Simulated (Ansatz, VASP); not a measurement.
# One calculation of IrS2, two programs

INCAR

```
SYSTEM = IrS2
  ALGO = Fast
  EDIFF = 1E-6
  ENCUT = 520
  ISIF = 2
  ISMEAR = 0
  LASPH = .True.
  LCHARG = .False.
  LREAL = .False.
  LWAVE = .False.
  NBANDS = 30
  NELM = 100
  PREC = Accurate
  SIGMA = 0.0167
```

The input KPOINTS:

```
k-points
0
Gamma
  7 6 5
  0 0 0
```

POSCAR

```
IrS2
1.0
    3.4572830300      0.0000000000      0.0000000000
    0.0000000000      4.6332423200      0.0000000000
    0.0000000000      0.0000000000      5.5268171700
Ir S
2 4
Direct
    0.0000000000      0.0000000000      0.0000000000
    0.5000000000      0.5000000000      0.5000000000
    0.0000000000      0.2100000000      0.3700000000
    0.5000000000      0.2900000000      0.8700000000
    0.0000000000      0.7900000000      0.6300000000
    0.5000000000      0.7100000000      0.1300000000
```

Input for Ansatz:

```yaml
crystal:
  lattice:
    - [3.45728303, 0.0, 0.0]
    - [0.0, 4.63324232, 0.0]
    - [0.0, 0.0, 5.52681717]
  atoms:
    - { symbol: Ir, position: [0.0, 0.0, 0.0] }
    - { symbol: Ir, position: [0.5, 0.5, 0.5] }
    - { symbol: S, position: [0.0, 0.21, 0.37] }
    - { symbol: S, position: [0.5, 0.29, 0.87] }
    - { symbol: S, position: [0.0, 0.79, 0.63] }
    - { symbol: S, position: [0.5, 0.71, 0.13] }
  symmetry: { tolerance: 0.0003 }
kpoints:
  mp_grid: { grid: [7, 6, 5], shift: [0, 0, 0] }
  band_path:
    path:
      - [0.0, 0.0, 0.0]
      - [0.0, 0.5, 0.0]
      - [0.0, 0.5, 0.5]
      - [0.0, 0.0, 0.5]
      - [0.0, 0.0, 0.0]
      - [0.5, 0.0, 0.0]
      - [0.5, 0.5, 0.0]
      - [0.5, 0.5, 0.5]
      - [0.5, 0.0, 0.5]
      - [0.5, 0.0, 0.0]
      - [0.0, 0.5, 0.0]
    npoints: 6
magnetization:
  spin_polarized: false
scf:
  occupations: { method: gaussian, width: 0.0167 }
  lower_state_search: "off"
  max_iter: 200
hamiltonian:
  pseudopotentials: { kind: paw }
  xc: lda
basis:
  ecutwfc: 420
  fft_grid_basis: typed
output:
  forces: true
  stress: true
  eigenvalues: true
  bader: true
  populations: true
  elf: true
  write_potential: true
  volumetric_format: npy
  dos:
    e_range: [-12, 8]
    de: 0.05
    projected: { site_lists: { Ir: [Ir], S: [S] } }
checkpoint:
  read: saved_state
```

The cell was built by a generator and needn't be a form met in nature.

Alike in both runs: task single point; functional LDA; k mesh 7 × 6 × 5; occupations gaussian, width 0.0167 eV; no spin polarisation.

|  | VASP | Ansatz |
| --- | --- | --- |
| version | VASP 6.6.1 | Ansatz 0.2.0 |
| potentials or method | VASP PAW LDA potentials, release 64 (Ir, S) | PAW plane waves |
| plane-wave cutoff (eV) | 520 | 420 |
| valence electrons in the cell | 42 | 58 |

|  | VASP | Ansatz | Ansatz less VASP |
| --- | --- | --- | --- |
| pressure (GPa) | 16.1 | 14.9 | -1.23 |
| largest component of the traceless stress (GPa) | 2.85 | 2.75 | -0.098 |
| rms of the force components (eV/Å) | 0.311 | 0.324 | +0.0122 |

Atom by atom the forces differ by 0.021 eV/Å (rms over components). The two sets of potentials don't hold the same shells in valence.

Caveats: so large a pressure means that the cell lies far from this level's equilibrium, or that cutoff or potentials fall short (VASP). The runs have no spin-orbit coupling, so splittings on Ir are missing.
